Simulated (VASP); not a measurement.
# FAlSeH2 in VASP: notebook, part 2 of 2

VASP 6.6.1. The steps go on from the part before.

**4. Single point, B3LYP+D3(BJ)**

The input, POSCAR:

```
AlH2SeF
1.0
   12.0000000000      0.0000000000      0.0000000000
    0.0000000000     13.0000000000      0.0000000000
    0.0000000000      0.0000000000     13.0000000000
F Al Se H
1 1 1 2
Cartesian
    4.8612500400      5.9148000600      8.0650000600
    5.6851500000      6.0921000400      6.6504999600
    6.6455499600      8.1541999500      6.2977999500
    5.7723500400      4.8878000600      5.6467999900
    7.1647500000      7.6895000000      5.0029999500
```

The input, INCAR.step1:

```
SYSTEM = AlH2SeF
ALGO     = Normal         ! electronic algorithm
EDIFF    = 1E-5           ! SCF threshold, eV
ENCUT    = 400            ! plane-wave cutoff, eV
GGA      = PE             ! functional
ISIF     = 2              ! what is computed and relaxed
ISMEAR   = 0              ! smearing method
LASPH    = .TRUE.         ! aspherical terms in the spheres
LCHARG   = .FALSE.        ! write CHGCAR
LREAL    = .FALSE.        ! projectors in reciprocal space
LWAVE    = .TRUE.         ! write WAVECAR
NBANDS   = 17             ! bands
NELM     = 60             ! most SCF steps
PREC     = Accurate       ! precision mode
SIGMA    = 0.01           ! smearing width, eV
```

The input, INCAR.step2:

```
SYSTEM = AlH2SeF
AEXX     = 0.2            ! exact-exchange fraction
AGGAC    = 0.81         
AGGAX    = 0.72         
ALDAC    = 0.19         
ALGO     = Normal         ! electronic algorithm
EDIFF    = 1E-6           ! SCF threshold, eV
ENCUT    = 400            ! plane-wave cutoff, eV
GGA      = B3             ! functional
HFRCUT   = -1           
ISIF     = 2              ! what is computed and relaxed
ISMEAR   = 0              ! smearing method
ISTART   = 1            
IVDW     = 12             ! dispersion correction
LASPH    = .TRUE.         ! aspherical terms in the spheres
LCHARG   = .FALSE.        ! write CHGCAR
LHFCALC  = .TRUE.         ! exact exchange
LREAL    = .FALSE.        ! projectors in reciprocal space
LWAVE    = .FALSE.        ! write WAVECAR
NBANDS   = 17             ! bands
NELM     = 60             ! most SCF steps
PREC     = Accurate       ! precision mode
PRECFOCK = Normal       
SIGMA    = 0.01           ! smearing width, eV
```

The input, KPOINTS:

```
k-points
0
G
  1 1 1
  0 0 0
```

Potentials or basis: VASP PAW PBE potentials, release 64 (F_s, Al, Se, H_s).

On the command line:

```sh
> cat potpaw_PBE.64/F_s/POTCAR potpaw_PBE.64/Al/POTCAR potpaw_PBE.64/Se/POTCAR potpaw_PBE.64/H_s/POTCAR > POTCAR
> cp INCAR.step1 INCAR
> mpirun -np 1 vasp_gam > vasp.out
> cp INCAR.step2 INCAR
> mpirun -np 1 vasp_gam > vasp.out
```

OUTCAR:

```text
SYSTEM = AlH2SeF
   AEXX = 0.2
   EDIFF = 1E-6
   ENCUT = 400
   GGA = B3
   ISIF = 2
   ISMEAR = 0
   ISTART = 1
   IVDW = 12
   LASPH = .TRUE.
   LHFCALC = .TRUE.
   LREAL = .FALSE.
   NELM = 60
   PREC = Accurate
   PRECFOCK = Normal
 IVDW          = 12

 ion  position               nearest neighbor table
   1  0.405  0.455  0.620-   2 1.65
   2  0.474  0.469  0.512-   4 1.57   1 1.65   3 2.30
[... 212 lines left out ...]

  FORCE on cell =-STRESS in cart. coord.  units (eV):
  Direction    XX          YY          ZZ          XY          YZ          ZX
  --------------------------------------------------------------------------------------
  -------------------------------------------------------------------------------------
  Total       0.11579    -0.08634     0.43383     0.10510    -0.17742    -0.35453
  in kB       0.09148    -0.06821     0.34274     0.08303    -0.14017    -0.28009
  external pressure =        0.12 kB  Pullay stress =        0.00 kB

 VOLUME and BASIS-vectors are now :
 -----------------------------------------------------------------------------
  energy-cutoff  :      400.00
  volume of cell :     2028.00
      direct lattice vectors                 reciprocal lattice vectors
    12.000000000  0.000000000  0.000000000     0.083333333  0.000000000  0.000000000
     0.000000000 13.000000000  0.000000000     0.000000000  0.076923077  0.000000000
     0.000000000  0.000000000 13.000000000     0.000000000  0.000000000  0.076923077

 POSITION                                       TOTAL-FORCE (eV/Angst)
 -----------------------------------------------------------------------------------
      4.86125      5.91480      8.06500        -0.243949     -0.047964      0.420601
      5.68515      6.09210      6.65050         0.233419     -0.099642     -0.503012
      6.64555      8.15420      6.29780         0.012333      0.060717      0.018798
      5.77235      4.88780      5.64680        -0.013676      0.087795      0.087848
      7.16475      7.68950      5.00300         0.011873     -0.000905     -0.024235
 -----------------------------------------------------------------------------------
    total drift:                               -0.000671      0.000629      0.001966

  FREE ENERGIE OF THE ION-ELECTRON SYSTEM (eV)
  ---------------------------------------------------
  free  energy   TOTEN  =       -24.0208285957 eV

  energy  without entropy=      -24.0208285957  energy(sigma->0) =      -24.02082860
```

OUTCAR.step1:

```text
SYSTEM = AlH2SeF
   EDIFF = 1E-5
   ENCUT = 400
   GGA = PE
   ISIF = 2
   ISMEAR = 0
   LASPH = .TRUE.
   LREAL = .FALSE.
[... 228 lines left out ...]
      6.64555      8.15420      6.29780        -0.026306      0.275243      0.241930
      5.77235      4.88780      5.64680        -0.003318     -0.090747     -0.057025
      7.16475      7.68950      5.00300         0.083951     -0.115449     -0.237808
 -----------------------------------------------------------------------------------
    total drift:                               -0.001860      0.000366      0.001255

  FREE ENERGIE OF THE ION-ELECTRON SYSTEM (eV)
  ---------------------------------------------------
  free  energy   TOTEN  =       -19.7216480336 eV

  energy  without entropy=      -19.7216480336  energy(sigma->0) =      -19.72164803
```

OSZICAR.step1:

```text
N       E                     dE             d eps       ncg     rms          rms(c)
DAV:   1     0.715452451772E+02    0.71545E+02   -0.46811E+03    50   0.484E+02
DAV:   2    -0.106705257811E+02   -0.82216E+02   -0.81725E+02    59   0.124E+02
DAV:   3    -0.214233886129E+02   -0.10753E+02   -0.10725E+02    43   0.416E+01
[... 14 lines left out ...]
DAV:  18    -0.197215539227E+02   -0.11019E-03   -0.57468E-06    34   0.792E-03    0.172E-03
DAV:  19    -0.197216102880E+02   -0.56365E-04   -0.33124E-06    28   0.662E-03    0.129E-03
DAV:  20    -0.197216342032E+02   -0.23915E-04   -0.97953E-07    34   0.422E-03    0.835E-04
DAV:  21    -0.197216447401E+02   -0.10537E-04   -0.43540E-07    44   0.216E-03    0.225E-04
DAV:  22    -0.197216480336E+02   -0.32934E-05   -0.10301E-07    26   0.107E-03
   1 F= -.19721648E+02 E0= -.19721648E+02  d E =-.718635E-24
```

Wall time 6.3 min (1 thread of Intel Xeon Platinum 8375C at 2.90GHz (Ice Lake), shared host); peak memory 1.2 GiB.

What came out:

```yaml
Free_energy: -24.0208 eV
Largest_force: 0.563 eV/Å
Gap_between_the_frontier_levels: 6.06 eV
Dispersion_energy_per_atom: -0.032 eV
```

Forces on the atoms (eV/Å):
```
F   -0.244 -0.048  0.421
Al   0.233 -0.100 -0.503
Se   0.012  0.061  0.019
H   -0.014  0.088  0.088
H    0.012 -0.001 -0.024
```

Caveat: the PAW data sets were made with another functional, which shifts forces and pressure a little.

**5. Single point, PBE0+D4**

The input, POSCAR:

```
AlH2SeF
1.0
   12.0000000000      0.0000000000      0.0000000000
    0.0000000000     13.0000000000      0.0000000000
    0.0000000000      0.0000000000     13.0000000000
F Al Se H
1 1 1 2
Direct
    0.4051041700      0.4549846200      0.6203846200
    0.4737625000      0.4686230800      0.5115769200
    0.5537958300      0.6272461500      0.4844461500
    0.4810291700      0.3759846200      0.4343692300
    0.5970625000      0.5915000000      0.3848461500
```

The input, INCAR.step1:

```
PREC = Accurate ; ENCUT = 900
EDIFF = 1E-5 ; ISMEAR = 0
SIGMA = 0.01 ; LREAL = False
LASPH = True ; NELM = 80
ALGO = Normal ; ISIF = 2
LWAVE = True ; LCHARG = False
GGA = PE
```

The input, INCAR.step2:

```
PREC = Accurate ; ENCUT = 900
EDIFF = 1E-6 ; ISMEAR = 0
SIGMA = 0.01 ; LREAL = False
LASPH = True ; NELM = 80
ALGO = Normal ; ISIF = 2
LWAVE = False ; LCHARG = False
GGA = PE ; LHFCALC = True
AEXX = 0.25 ; PRECFOCK = Normal
HFRCUT = -1 ; IVDW = 13
ISTART = 1
```

The input, KPOINTS:

```
Automatic mesh
0
Gamma
  1 1 1
```

Potentials or basis: VASP PAW PBE potentials, release 64 (F_h, Al, Se, H_h).

On the command line:

```sh
> cat potpaw_PBE.64/F_h/POTCAR potpaw_PBE.64/Al/POTCAR potpaw_PBE.64/Se/POTCAR potpaw_PBE.64/H_h/POTCAR > POTCAR
> cp INCAR.step1 INCAR
> mpirun -np 1 vasp_gam > vasp.out
> cp INCAR.step2 INCAR
> mpirun -np 1 vasp_gam > vasp.out
```

OUTCAR:

```text
PREC = Accurate
   ENCUT = 900
   EDIFF = 1E-6
   ISMEAR = 0
   LREAL = False
   LASPH = True
   NELM = 80
   ISIF = 2
   GGA = PE
   LHFCALC = True
   AEXX = 0.25
   PRECFOCK = Normal
   IVDW = 13
   ISTART = 1

 ion  position               nearest neighbor table
   1  0.405  0.455  0.620-   2 1.65
   2  0.474  0.469  0.512-   4 1.57   1 1.65   3 2.30
   3  0.554  0.627  0.484-   5 1.47   2 2.30
   4  0.481  0.376  0.434-   2 1.57
   5  0.597  0.592  0.385-   3 1.47

  LATTYP: Found a simple tetragonal cell.
 ALAT       =    13.0000000000
 C/A-ratio  =     0.9230769231

  Lattice vectors:

 A1 = (   0.0000000000,  13.0000000000,   0.0000000000)
 A2 = (   0.0000000000,   0.0000000000,  13.0000000000)
 A3 = (  12.0000000000,   0.0000000000,   0.0000000000)

Analysis of symmetry for initial positions (statically):
=====================================================================
 Subroutine PRICEL returns:
 Original cell was already a primitive cell.

 Routine SETGRP: Setting up the symmetry group for a
[... 164 lines left out ...]
 fundamental gap:      6.5141271310
 Fermi energy:        -7.2414735518

 k-point     1 :       0.0000    0.0000    0.0000
  band No.  band energies     occupation
      1     -31.9986      2.00000
      2     -19.9827      2.00000
      3     -13.0704      2.00000
      4     -11.6364      2.00000
      5     -11.5194      2.00000
      6     -10.8175      2.00000
      7     -10.3968      2.00000
      8      -8.4147      2.00000
      9      -7.3762      2.00000
     10      -0.8620      0.00000
     11      -0.5440      0.00000
     12      -0.0761      0.00000
     13       0.3672      0.00000

------------------------ aborting loop because EDIFF is reached ----------------------------------------

  DFT-D4 for vdW energy calculation

  Edisp (eV):   -0.07385

  FORCE on cell =-STRESS in cart. coord.  units (eV):
  Direction    XX          YY          ZZ          XY          YZ          ZX
  --------------------------------------------------------------------------------------
  -------------------------------------------------------------------------------------
  Total      -0.21440    -0.36241    -0.27627    -0.08131    -0.00181     0.07879
  in kB      -0.16938    -0.28631    -0.21826    -0.06424    -0.00143     0.06225
  external pressure =       -0.22 kB  Pullay stress =        0.00 kB

 VOLUME and BASIS-vectors are now :
 -----------------------------------------------------------------------------
  energy-cutoff  :      900.00
  volume of cell :     2028.00
      direct lattice vectors                 reciprocal lattice vectors
    12.000000000  0.000000000  0.000000000     0.083333333  0.000000000  0.000000000
     0.000000000 13.000000000  0.000000000     0.000000000  0.076923077  0.000000000
     0.000000000  0.000000000 13.000000000     0.000000000  0.000000000  0.076923077

 POSITION                                       TOTAL-FORCE (eV/Angst)
 -----------------------------------------------------------------------------------
      4.86125      5.91480      8.06500         0.014590      0.012715     -0.019793
      5.68515      6.09210      6.65050         0.037465      0.024833     -0.050205
      6.64555      8.15420      6.29780        -0.018634     -0.083068     -0.024064
      5.77235      4.88780      5.64680        -0.004030      0.042170      0.038231
      7.16475      7.68950      5.00300        -0.029392      0.003349      0.055831
 -----------------------------------------------------------------------------------
    total drift:                               -0.001006     -0.000137      0.000971

  FREE ENERGIE OF THE ION-ELECTRON SYSTEM (eV)
  ---------------------------------------------------
  free  energy   TOTEN  =       -25.3392627225 eV

  energy  without entropy=      -25.3392627225  energy(sigma->0) =      -25.33926272
```

Wall time 15 min (1 thread of Intel Xeon Platinum 8375C at 2.90GHz (Ice Lake), shared host); peak memory 3 GiB.

Results:

```yaml
Free_energy: -25.3393 eV
Largest_force: 0.088 eV/Å
Gap_between_the_frontier_levels: 6.51 eV
Dispersion_energy_per_atom: -0.015 eV
```

Forces in eV/Å, atoms in the order of the input:
```
F    0.015  0.013 -0.020
Al   0.037  0.025 -0.050
Se  -0.019 -0.083 -0.024
H   -0.004  0.042  0.038
H   -0.029  0.003  0.056
```

Caveat: the cutoff is under 1.25 times the usual one of these potentials, so pressure, stress and relaxed cells hold a basis-set (Pulay) error; the PAW data sets were made with another functional, which shifts forces and pressure a little.

**6. The runs side by side**

```csv
task,level,potentials or basis,cutoff (eV),grid for exact exchange (PRECFOCK),exchange at q = 0,gap on the mesh (eV),largest force (eV/Å)
atomic charges,PBE+TS,"VASP PAW PBE potentials, release 64 (F, Al, Se, H)",520,-,-,4.67,0.59
electron localisation function,PBE,"VASP PAW PBE potentials, release 64 (F, Al, Se, H)",520,-,-,4.67,0.58
single point,B3LYP+D3(BJ),"VASP PAW PBE potentials, release 64 (F_s, Al, Se, H_s)",400,Normal,truncated,6.06,0.56
single point,PBE0+D4,"VASP PAW PBE potentials, release 64 (F_h, Al, Se, H_h)",900,Normal,truncated,6.51,0.09
```

Alike in all rows: no spin polarisation; cell as given; k mesh 1 × 1 × 1; smearing gaussian 0.01 eV.

Caveats: the PAW data sets were made with another functional, which shifts forces and pressure a little (some runs); the cutoff is under 1.25 times the usual one of these potentials, so pressure, stress and relaxed cells hold a basis-set (Pulay) error (some runs).

Absolute energies hang on the potentials; compare differences alone.
